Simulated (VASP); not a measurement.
Method: PBEsol GGA, VASP's PBE PAW potentials (set 64) (plane waves; VASP 6.6.1).

VASP input:

### POSCAR
```
CoGa
1.0
  2.7986313693   0.0000000000   0.0000000000
  0.0000000000   2.7986313693   0.0000000000
  0.0000000000   0.0000000000   2.7986313693
Ga Co
1 1
Cartesian
  1.3993156846   1.3993156846   1.3993156846
  0.0000000000   0.0000000000   0.0000000000
```

**KPOINTS**
```
kpoints
0
gamma
  13 13 13
0 0 0
```

**INCAR**
```
SYSTEM = CoGa
PREC = Accurate; ENCUT = 500; LREAL = .FALSE.
LASPH = .TRUE.
EDIFF = 1E-6; NELM = 100; ALGO = Normal
LMAXMIX = 4
ISMEAR = 1; SIGMA = 0.1
GGA = PS
IBRION = 2; NSW = 40; ISIF = 3
EDIFFG = -0.02; PSTRESS = 100
LWAVE = .FALSE.; LCHARG = .FALSE.
```

POTCAR, in this order: Ga_d Co (PBE.64 set). Program: vasp_std.

The resulting files:

File OSZICAR:
```
       N       E                     dE             d eps       ncg     rms          rms(c)
DAV:   1     0.931543939682E+02    0.93154E+02   -0.10609E+04  2720   0.261E+03
DAV:   2    -0.846667711134E+01   -0.10162E+03   -0.99008E+02  2639   0.342E+02
DAV:   3    -0.128814179519E+02   -0.44147E+01   -0.44016E+01  2891   0.791E+01
DAV:   4    -0.129505703631E+02   -0.69152E-01   -0.69143E-01  3432   0.909E+00
DAV:   5    -0.129519361753E+02   -0.13658E-02   -0.13658E-02  3111   0.110E+00    0.111E+01
DAV:   6    -0.136958309875E+02   -0.74389E+00   -0.23993E+01  2880   0.679E+01    0.107E+01
DAV:   7    -0.117810947463E+02    0.19147E+01   -0.91838E+00  2625   0.507E+01    0.213E+00
DAV:   8    -0.117511456766E+02    0.29949E-01   -0.27484E-01  3024   0.616E+00    0.652E-01
DAV:   9    -0.117440404015E+02    0.71053E-02   -0.19677E-02  3538   0.229E+00    0.137E-01
DAV:  10    -0.117436466125E+02    0.39379E-03   -0.65888E-04  3593   0.395E-01    0.704E-02
DAV:  11    -0.117436246402E+02    0.21972E-04   -0.96232E-05  3545   0.171E-01    0.122E-02
DAV:  12    -0.117436244924E+02    0.14782E-06   -0.38651E-06  2734   0.330E-02
   1 F= -.10375497E+02 E0= -.10375871E+02  d E =-.103755E+02
```

### OUTCAR
```
------------------------ aborting loop because EDIFF is reached ----------------------------------------
  FORCE on cell =-STRESS in cart. coord.  units (eV):
  Direction    XX          YY          ZZ          XY          YZ          ZX
  --------------------------------------------------------------------------------------
  Total        1.3556630      1.3556630      1.3556630      0.0000000      0.0000000      0.0000000
  in kB       99.0889489     99.0889489     99.0889489      0.0000000      0.0000000      0.0000000
  external PRESSURE =      -0.9110511 kB  Pullay stress =     100.0000000 kB
  volume of cell :       21.92
      direct lattice vectors                 reciprocal lattice vectors
     2.798631369  0.000000000  0.000000000     0.357317513  0.000000000  0.000000000
     0.000000000  2.798631369  0.000000000     0.000000000  0.357317513  0.000000000
     0.000000000  0.000000000  2.798631369     0.000000000  0.000000000  0.357317513
 POSITION                                       TOTAL-FORCE (eV/Angst)
 -----------------------------------------------------------------------------------
      1.39932      1.39932      1.39932         0.000000      0.000000      0.000000
      0.00000      0.00000      0.00000         0.000000      0.000000      0.000000
 -----------------------------------------------------------------------------------
    total drift:                               -0.000000      0.000000      0.000000
  FREE ENERGIE OF THE ION-ELECTRON SYSTEM (eV)
  ---------------------------------------------------
  free  energy   TOTEN  =       -11.7436244924 eV

  energy  without entropy=      -11.7447466742  energy(sigma->0) =      -11.74399855
  enthalpy is  TOTEN    =       -10.3754971867 eV   P V=        1.3681273057

 reached required accuracy - stopping structural energy minimisation
```
(Selected blocks of OUTCAR.)

The compound is CoGa in the CsCl type structure. It was relaxed first under an external pressure of 10 GPa. The run is not spin-polarised, so no magnetic state was tried.
